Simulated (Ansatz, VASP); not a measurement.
# Cross-check of YB6 between VASP and Ansatz, part 2 of 2

Wanted: the spread between two codes on one cell, functional and k mesh. The cell is taken from a series of runs on this material, whose earlier steps may have relaxed, scaled, displaced or heated it; both programs get it as it stands.

VASP 6.6.1 and Ansatz 0.2.0.

So far: Set-up; Ansatz: relaxation of cell and atoms, PBEsol; VASP: relaxation of cell and atoms, PBEsol.

## 3. VASP: relaxation of cell and atoms, PBEsol (continued)

Level of this step: PBEsol; plane waves and PAW (Y_sv, B) (VASP).

Numbers of over 12 decimals in the logs are rounded to 6 here.

From OUTCAR (step 3):

```text
ion  position               nearest neighbor table
   1  0.000  0.000  0.000-   2 2.99   3 2.99   4 2.99   5 2.99   6 2.99   7 2.99   6 2.99   7 2.99
                             6 2.99   7 2.99   4 2.99   5 2.99   2 2.99   4 2.99   3 2.99   5 2.99
   2  0.199  0.500  0.500-   4 1.62   5 1.74   7 1.74   6 1.74   3 1.74   1 2.99   1 2.99   1 2.99
                             1 2.99
   3  0.500  0.199  0.500-   5 1.62   4 1.74   7 1.74   6 1.74   2 1.74   1 2.99   1 2.99   1 2.99
                             1 2.99
   4  0.801  0.500  0.500-   2 1.62   5 1.74   7 1.74   6 1.74   3 1.74   1 2.99   1 2.99   1 2.99
                             1 2.99
   5  0.500  0.801  0.500-   3 1.62   4 1.74   7 1.74   6 1.74   2 1.74   1 2.99   1 2.99   1 2.99
                             1 2.99
   6  0.500  0.500  0.199-   7 1.62   5 1.74   4 1.74   3 1.74   2 1.74   1 2.99   1 2.99   1 2.99
                             1 2.99
   7  0.500  0.500  0.801-   6 1.62   5 1.74   4 1.74   3 1.74   2 1.74   1 2.99   1 2.99   1 2.99
                             1 2.99

  LATTYP: Found a simple cubic cell.
 ALAT       =     4.0753850000

 Subroutine GETGRP returns: Found 48 space group operations
 (whereof 48 operations were pure point group operations)

The static configuration has the point symmetry O_h .

 Found     84 irreducible k-points:

   k-points           NKPTS =     84   k-points in BZ     NKDIM =     84   number of bands    NBANDS=     21

   dimension x,y,z NGX =    30 NGY =   30 NGZ =   30
   dimension x,y,z NGXF=    60 NGYF=   60 NGZF=   60

   ENCUT  =  500.0 eV  36.75 Ry    6.06 a.u.   7.43  7.43  7.43*2*pi/ulx,y,z

   NELECT =      29.0000    total number of electrons

 k-points in reciprocal lattice and weights: Automatic mesh
   0.00000000  0.00000000  0.00000000       0.001
   0.08333333  0.00000000  0.00000000       0.003
   0.16666667  0.00000000  0.00000000       0.003
   0.25000000  0.00000000  0.00000000       0.003
   0.33333333  0.00000000  0.00000000       0.003
   0.41666667  0.00000000  0.00000000       0.003
   0.50000000  0.00000000  0.00000000       0.002
   0.08333333  0.08333333  0.00000000       0.007
   0.16666667  0.08333333  0.00000000       0.014
[...]
0.50000000  0.50000000  0.41666667       0.003
   0.50000000  0.50000000  0.50000000       0.001

 average (electrostatic) potential at core
       1 -35.4531       2 -26.1791       3 -26.1791       4 -26.1791       5 -26.1791
       6 -26.1791       7 -26.1791

 E-fermi :   6.5449

 k-point     1 :       0.0000    0.0000    0.0000
  band No.  band energies     occupation
    ...
     10      -0.5528      2.00000
     11      -0.5528      2.00000
     12       4.5478      2.00000
     13       4.5478      2.00000
     14       4.5478      2.00000
     15       7.5520      0.00242
     16       7.5520      0.00242
     17       7.6316      0.00143
     18       7.6316      0.00143
     19       7.6316      0.00143
    ...

 k-point     2 :       0.0833    0.0000    0.0000
  band No.  band energies     occupation
    ...
     11      -0.1146      2.00000
     12       4.3322      2.00000
     13       4.3322      2.00000
     14       4.5821      2.00000
     15       6.6447      0.67917
     16       7.6174      0.00157
     17       7.9103      0.00022
     18       7.9103      0.00022
     19       8.5831      0.00000
     20       9.4639      0.00000
    ...

 k-point     3 :       0.1667    0.0000    0.0000
  band No.  band energies     occupation
    ...
     11       0.7102      2.00000
     12       3.8653      2.00000
     13       3.8653      2.00000
     14       4.6811      1.99999
     15       5.7778      1.98805
     16       7.8059      0.00045
     17       8.3853      0.00001
     18       8.3853      0.00001
     19       9.2276      0.00000
     20       9.3499      0.00000
    ...

  Total        0.0012456      0.0012456      0.0012456      0.0000000      0.0000000     -0.0000000
  in kB        0.0294310      0.0294310      0.0294310      0.0000000      0.0000000     -0.0000000
  external PRESSURE =       0.0294310 kB  Pullay stress =       0.0000000 kB

  energy-cutoff  :      500.00
  volume of cell :       67.81
      direct lattice vectors                 reciprocal lattice vectors
     4.077778667  0.000000000 -0.000000000     0.245231554  0.000000000  0.000000000
    -0.000000000  4.077778667  0.000000000    -0.000000000  0.245231554 -0.000000000
    -0.000000000  0.000000000  4.077778667     0.000000000 -0.000000000  0.245231554

 POSITION                                       TOTAL-FORCE (eV/Angst)
 -----------------------------------------------------------------------------------
     -0.00000      0.00000      0.00000         0.000000     -0.000000      0.000000
      0.81031      2.03889      2.03889        -0.000042     -0.000000      0.000000
      2.03889      0.81031      2.03889         0.000000     -0.000042      0.000000
      3.26746      2.03889      2.03889         0.000042     -0.000000      0.000000
      2.03889      3.26746      2.03889         0.000000      0.000042      0.000000
      2.03889      2.03889      0.81031         0.000000     -0.000000     -0.000042
      2.03889      2.03889      3.26746         0.000000     -0.000000      0.000042
 -----------------------------------------------------------------------------------
    total drift:                               -0.000236     -0.000236     -0.000236

  FREE ENERGIE OF THE ION-ELECTRON SYSTEM (eV)
  ---------------------------------------------------
  free  energy   TOTEN  =       -51.8850837701 eV

  energy  without entropy=      -51.8241151961  energy(sigma->0) =      -51.85459948

 reached required accuracy - stopping structural energy minimisation

 total charge
# of ion       s       p       d       f       tot
--------------------------------------------------
    1        2.103   6.184   0.906   0.057   9.250
    2        0.703   1.407   0.000   0.000   2.110
    3        0.703   1.407   0.000   0.000   2.110
    4        0.703   1.407   0.000   0.000   2.110
    5        0.703   1.407   0.000   0.000   2.110
    6        0.703   1.407   0.000   0.000   2.110
    7        0.703   1.407   0.000   0.000   2.110
--------------------------------------------------
tot          6.318  14.627   0.906   0.057  21.909

[... 3 further parts left out ...]
```

This run has no spin polarisation. Its electron count is odd, so without a moment it is a metal by construction. The PAW data sets were made with PBE, which is usual practice but a small mismatch for other functionals. The run keeps the 48 symmetry operations of its start, so it cannot find a distortion of lower symmetry.

## 4. Comparison

Known differences besides the potentials themselves: the cutoff is 420 eV in Ansatz and 500 eV in VASP; Ansatz makes its cores anew for this functional, VASP keeps those of its PBE data sets; Ansatz adds a Pulay correction to the stress that steers its cell, VASP none. Total energies have different zeros and are not compared.

Compared:

```tsv
quantity	Ansatz	VASP	difference
volume (Å³)	67.72	67.81	-0.13 %
edge a after relaxation, in the typed setting (Å)	4.076	4.078	-0.04 %
```

## 5. Summary of results

```json
{
 "difference in volume (relaxation of cell and atoms, PBEsol)": "-0.13 %"
}
```

In words: The difference in volume is -0.13 % (relaxation of cell and atoms, PBEsol), within the 1.2 % picked in this series as the mark of a large difference, as far as the stopping tolerances let one tell. Such differences can come from data sets, numerical settings and the points named under the comparisons, not from the functional's error against experiment.

[Lines on the potential files, build, host, timing and source positions are cut from VASP's logs without a mark.]

[Logs are printed without paths, hosts, clocks, repeated set-up lines and the standing remarks that a program may print on its own settings, such as how far it seeks lower states.]

[Hosts, paths, dates, database ids (printed as entryN), source tags and the programs' standing remarks are cut or masked in the printed files.]
